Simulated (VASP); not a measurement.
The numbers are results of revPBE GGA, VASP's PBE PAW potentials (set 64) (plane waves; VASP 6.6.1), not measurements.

VASP ran on this input.

**INCAR**
```
LMAXMIX = 4   # l cut-off of mixed one-centre charges
PREC = Accurate
LREAL = .False.   # projection in real space or not
LCHARG = .True.
LWAVE = .False.
GGA = RE
SYSTEM = Pb
EDIFF = 1E-7
ISIF = 2   # forces and stress, cell fixed
ALGO = Normal
NELM = 100   # most electronic steps
ISMEAR = -5   # tetrahedra, Bloechl
ENCUT = 520
NEDOS = 601   # DOS grid
LASPH = .True.
LORBIT = 11   # lm-projected
```

KPOINTS:
```
Automatic mesh
0
Gamma
14 14 14
0 0 0
```

### POSCAR
```
Pb
5.0733730
  0.0000000000   0.5000000010   0.5000000010
  0.5000000010   0.0000000000   0.5000000010
  0.5000000010   0.5000000010   0.0000000000
Pb
1
Cart
  0.0000000000   0.0000000000   0.0000000000
```

POTCAR, in this order: Pb_d (PBE.64 set). Program: vasp_std.

The run wrote:

OSZICAR:
```
       N       E                     dE             d eps       ncg     rms          rms(c)
DAV:   1     0.103082782908E+03    0.10308E+03   -0.73223E+03  2294   0.146E+03
DAV:   2     0.148095532436E+01   -0.10160E+03   -0.99853E+02  2339   0.326E+02
DAV:   3    -0.313652798200E+01   -0.46175E+01   -0.45965E+01  2726   0.801E+01
DAV:   4    -0.324677777719E+01   -0.11025E+00   -0.11028E+00  2768   0.139E+01
DAV:   5    -0.325149759638E+01   -0.47198E-02   -0.47214E-02  2852   0.257E+00    0.440E-01
DAV:   6    -0.324638705649E+01    0.51105E-02   -0.11117E-02  2859   0.189E+00    0.240E-01
DAV:   7    -0.324560408152E+01    0.78297E-03   -0.56366E-03  2735   0.130E+00    0.890E-02
DAV:   8    -0.324574796019E+01   -0.14388E-03   -0.53532E-04  2594   0.413E-01    0.121E-02
DAV:   9    -0.324574236494E+01    0.55953E-05   -0.14561E-05  2786   0.728E-02    0.584E-03
DAV:  10    -0.324574238129E+01   -0.16349E-07   -0.24939E-06  2456   0.167E-02    0.540E-04
DAV:  11    -0.324574252824E+01   -0.14696E-06   -0.75260E-08  1630   0.462E-03    0.130E-04
DAV:  12    -0.324574253764E+01   -0.93971E-08   -0.18187E-08  1351   0.229E-03
   1 F= -.32457425E+01 E0= -.32457425E+01  d E =0.000000E+00
```

OUTCAR:
```
------------------------ aborting loop because EDIFF is reached ----------------------------------------
  FORCE on cell =-STRESS in cart. coord.  units (eV):
  Direction    XX          YY          ZZ          XY          YZ          ZX
  --------------------------------------------------------------------------------------
  Total        0.0604096      0.0604096      0.0604096     -0.0000000     -0.0000000      0.0000000
  in kB        2.9647349      2.9647349      2.9647349     -0.0000000     -0.0000000      0.0000000
  external PRESSURE =       2.9647349 kB  Pullay stress =       0.0000000 kB
  volume of cell :       32.65
      direct lattice vectors                 reciprocal lattice vectors
     0.000000000  2.536686505  2.536686505    -0.197107525  0.197107525  0.197107525
     2.536686505  0.000000000  2.536686505     0.197107525 -0.197107525  0.197107525
     2.536686505  2.536686505  0.000000000     0.197107525  0.197107525 -0.197107525
 POSITION                                       TOTAL-FORCE (eV/Angst)
 -----------------------------------------------------------------------------------
      0.00000      0.00000      0.00000         0.000000      0.000000      0.000000
 -----------------------------------------------------------------------------------
    total drift:                               -0.000000     -0.000000     -0.000000
  FREE ENERGIE OF THE ION-ELECTRON SYSTEM (eV)
  ---------------------------------------------------
  free  energy   TOTEN  =        -3.2457425376 eV

  energy  without entropy=       -3.2457425376  energy(sigma->0) =       -3.24574254

 total charge

# of ion       s       p       d       tot
------------------------------------------
    1        1.409   0.712   9.808  11.929
```
(Selected blocks of OUTCAR.)

For a metal the tetrahedron method with Blöchl corrections gives inexact stress and forces.

The compound is Pb in the fcc structure. It was relaxed first, which changed the volume by +8 %.
